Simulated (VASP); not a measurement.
Given:

```
CELL_PARAMETERS angstrom
      0.00000     2.49000     2.49000
      2.49000     0.00000     2.49000
      2.49000     2.49000     0.00000
ATOMIC_POSITIONS crystal
  Gd 0.00000 0.00000 0.00000
  N  0.50000 0.50000 0.50000
```

Method: PBE GGA with D3 dispersion (zero damping), VASP's PBE PAW potentials (set 64) (plane waves; VASP). Settings: 520 eV cut-off, 8×8×8 Γ-centred mesh, Gaussian smearing of 0.050 eV, potentials Gd_3 N.

The 4f electrons are frozen in the core of the lanthanide potential, so 4f levels, which can set the real gap, and their magnetism are missing. Energy and stress use the plane-wave basis of the starting cell.

Problem. The ions, cell shape and volume are relaxed. Give the cell that the relaxation ends in.

Solution. 
```
CELL_PARAMETERS angstrom
      0.00000     2.46954     2.46954
      2.46954     0.00000     2.46954
      2.46954     2.46954     0.00000
ATOMIC_POSITIONS crystal
  Gd 0.00000 0.00000 0.00000
  N  0.50000 0.50000 0.50000
```
Space group Fm-3m (225), at a tolerance of 0.03 Å.

Problem. How do energy and volume change from the first to the last step?

Solution. The energy (σ→0) changes by -4.6 meV/atom and the volume by -2.4 %, in 3 ionic steps.

```
step  E(σ→0) (eV)  max force (eV/Å)  pressure (GPa)  volume (Å³)
----  -----------  ----------------  --------------  -----------
1        -16.7426             0.000           -3.79        30.88
2        -16.7393             0.000            4.93        29.27
3        -16.7519             0.000            0.00        30.12
```

The compound is GdN in the rock salt structure. This run relaxes it. Symmetry was kept, so distortions that lower it aren't found.
